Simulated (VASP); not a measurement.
Input:

```yaml
crystal:
  lattice:
    - [1.64113, -2.84251, 0.00000]
    - [1.64113, 2.84251, 0.00000]
    - [0.00000, 0.00000, 13.05142]
  atoms:
    - { symbol: W, position: [0.33333, 0.66667, 0.25000] }
    - { symbol: W, position: [0.66667, 0.33333, 0.75000] }
    - { symbol: Se, position: [0.33333, 0.66667, 0.87920] }
    - { symbol: Se, position: [0.66667, 0.33333, 0.37920] }
    - { symbol: Se, position: [0.66667, 0.33333, 0.12080] }
    - { symbol: Se, position: [0.33333, 0.66667, 0.62080] }
```

All values below come from vdW-DF-cx, VASP's PBE PAW potentials (set 64) (plane waves; VASP 6.6.1). Numerical set-up: 520 eV cut-off, Gaussian smearing of 0.050 eV, potentials W_sv Se.

Unless said otherwise, spin-orbit coupling is left out, though it shifts the bands of the heavy elements here.

Give the energies of bands 17 to 30 at the high-symmetry points, in eV from the valence-band maximum.

```csv
band,Γ,M,K,A,L,H
17,-2.55,-4.82,-4.80,-2.54,-4.41,-4.64
18,-2.54,-4.12,-4.51,-2.54,-4.41,-4.64
19,-2.54,-3.25,-3.97,-2.54,-3.21,-4.24
20,-1.43,-3.16,-3.97,-2.54,-3.21,-4.24
21,-1.43,-2.60,-3.78,-1.41,-2.52,-3.37
22,-1.38,-2.38,-3.78,-1.41,-2.52,-3.37
23,-1.38,-1.38,-2.52,-1.41,-1.29,-2.69
24,-1.12,-1.24,-2.52,-1.41,-1.29,-2.69
25,-1.07,-1.24,-0.41,-0.22,-1.12,-0.30
26,0.00,-0.99,-0.16,-0.22,-1.12,-0.30
27,2.71,2.20,1.42,2.71,2.22,1.42
28,2.74,2.24,1.42,2.71,2.22,1.42
29,2.76,2.33,1.87,2.72,2.55,2.40
30,2.77,2.70,3.07,2.80,2.55,2.40
```

The gap is indirect, 0.94 eV, from the valence maximum at Γ to the conduction minimum at K-Γ at 0.44.

The compound is WSe2 in the 2H layered structure. It was relaxed first.
